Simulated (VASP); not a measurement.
Here is a VASP 6.6.1 calculation.

File INCAR:

```
  PREC = Accurate
  ENCUT = 520
  EDIFF = 1E-7
  ISMEAR = 0
  SIGMA = 0.01
  LREAL = F
  LASPH = T
  NELM = 100
  ALGO = Fast
  ISIF = 2
  LWAVE = F
  LCHARG = F
  GGA = PS
  NBANDS = 48
```

KPOINTS

```
Automatic mesh
0
Gamma
  3 3 2
```

Contents of POSCAR:

```
Na2CO3
1.0
    5.2105700000      0.0000000000      0.0000000000
   -2.6052850000      4.5124860000      0.0000000000
    0.0000000000      0.0000000000      6.0726580000
Na C O
4 2 6
Direct
    0.3333330000      0.6666670000      0.2500000000
    0.6666670000      0.3333330000      0.7500000000
    0.0000000000      0.0000000000      0.5000000000
    0.0000000000      0.0000000000      0.0000000000
    0.6666670000      0.3333330000      0.2500000000
    0.3333330000      0.6666670000      0.7500000000
    0.8096320000      0.6192630000      0.2500000000
    0.1903680000      0.3807370000      0.7500000000
    0.1903680000      0.8096320000      0.7500000000
    0.3807370000      0.1903680000      0.2500000000
    0.8096320000      0.1903680000      0.2500000000
    0.6192630000      0.8096320000      0.7500000000
```

Potentials or basis: VASP PAW PBE potentials, release 64 (Na_pv, C, O).

Launch:

```sh
$ cat potpaw_PBE.64/Na_pv/POTCAR potpaw_PBE.64/C/POTCAR potpaw_PBE.64/O/POTCAR > POTCAR
$ mpirun -np 1 vasp_std > vasp.out
```

**Question.** Predict the pressure.

**Answer.** 1.8 GPa.

**Question.** What does it give for the largest force?

**Answer.** 0.200 eV/Å.

Forces on the atoms (eV/Å):
```
Na   0.000  0.000  0.000
Na   0.000  0.000  0.000
Na   0.000  0.000  0.000
Na   0.000  0.000  0.000
C    0.000  0.000  0.000
C    0.000  0.000  0.000
O    0.000  0.200  0.000
O    0.000 -0.200  0.000
O   -0.173  0.100  0.000
O   -0.173 -0.100  0.000
O    0.173 -0.100  0.000
O    0.173  0.100  0.000
```

Caveat: the k mesh is coarse (spacing up to 0.52 Å⁻¹), so the values aren't converged; the PAW data sets were made with another functional, which shifts forces and pressure a little.
